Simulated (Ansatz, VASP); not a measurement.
## CsLiCr2Te2S3: VASP beside Ansatz

The input INCAR:

```
SYSTEM = CsLiCr2Te2S3
PREC = Accurate ; ENCUT = 520
EDIFF = 1E-7 ; ISMEAR = -1
SIGMA = 0.05 ; LREAL = .False.
LASPH = .True. ; NELM = 150
ALGO = Normal ; ISIF = 2
LWAVE = .False. ; LCHARG = .False.
ISPIN = 2 ; MAGMOM = 0 0 3 3 0 0 0 0 0
LORBIT = 11 ; LMAXMIX = 4
GGA = PE ; NBANDS = 47
KPAR = 4
```

The input KPOINTS:

```
regular mesh
0
Gamma
  5 5 4
  0 0 0
```

File POSCAR:

```
CsLiCr2Te2S3
1.0
    3.3517714213     -5.0749319576      0.0076799551
    3.3517714213      5.0749319576      0.0076799551
   -2.8448258142      0.0000000000      7.2792358028
Cs Li Cr Te S
1 1 2 2 3
Direct
    0.0937400000      0.0937400000      0.0085300000
    0.5887500000      0.5887500000      0.5533600000
    0.0564600000      0.4675500000      0.5579000000
    0.4675500000      0.0564600000      0.5579000000
    0.5648600000      0.8735700000      0.2903500000
    0.8735700000      0.5648600000      0.2903500000
    0.8115100000      0.3969700000      0.7334700000
    0.3969700000      0.8115100000      0.7334700000
    0.2140400000      0.2140400000      0.4837100000
```

File input.yaml:

```yaml
crystal:
  lattice:
    - [3.3517714213, -5.0749319576, 0.0076799551]
    - [3.3517714213, 5.0749319576, 0.0076799551]
    - [-2.8448258142, 0.0, 7.2792358028]
  atoms:
    - { symbol: Cs, position: [0.09374, 0.09374, 0.00853] }
    - { symbol: Li, position: [0.58875, 0.58875, 0.55336] }
    - { symbol: Cr, position: [0.05646, 0.46755, 0.5579], spin: 3.0 }
    - { symbol: Cr, position: [0.46755, 0.05646, 0.5579], spin: 3.0 }
    - { symbol: Te, position: [0.56486, 0.87357, 0.29035] }
    - { symbol: Te, position: [0.87357, 0.56486, 0.29035] }
    - { symbol: S, position: [0.81151, 0.39697, 0.73347] }
    - { symbol: S, position: [0.39697, 0.81151, 0.73347] }
    - { symbol: S, position: [0.21404, 0.21404, 0.48371] }
hamiltonian:
  xc: pbe
  pseudopotentials: { kind: paw }
magnetization:
  spin_polarized: true
kpoints:
  mp_grid: { grid: [5, 5, 4] }
scf:
  occupations: { method: fermi_dirac, width: 0.05 }
output:
  forces: true
  stress: true
  eigenvalues: true
```

Change from the starting cell: volume scaled by 0.94.

Alike in both runs: task single point; functional PBE; k mesh 5 × 5 × 4; occupations fermi-dirac, width 0.05 eV; collinear spin, ferromagnetic start.

|  | VASP | Ansatz |
| --- | --- | --- |
| version | VASP 6.6.1 | Ansatz 0.2.0 |
| potentials or method | VASP PAW PBE potentials, release 64 (Cs_sv, Li_sv, Cr_pv, Te, S) | Ansatz PAW |
| plane-wave cutoff (eV) | 520 | 420 |
| valence electrons in the cell | 66 | 90 |

```tsv
	VASP	Ansatz	Ansatz less VASP
gap on the k mesh at the Fermi level (eV)	none	none	-
rms of the force components (eV/Å)	0.223	0.224	+0.0006
net moment per atom (μB)	0.44	0.44	0.000
size of the moment on the site where the two differ most (μB)	2.14	1.88	-0.262
```

Site moments also hang on the region over which each program counts them. Atom by atom the forces differ by 0.004 eV/Å (rms over components). A gap of «none» marks a metal or a gap that the smearing closes. With one functional, cell and mesh, what is left measures potentials, basis and numerics. The two sets of potentials don't hold the same shells in valence.

Caveats: only a ferromagnetic start was run, and an antiferromagnetic order may lie lower in energy. The runs have no spin-orbit coupling, so splittings on Cs, Te are missing.
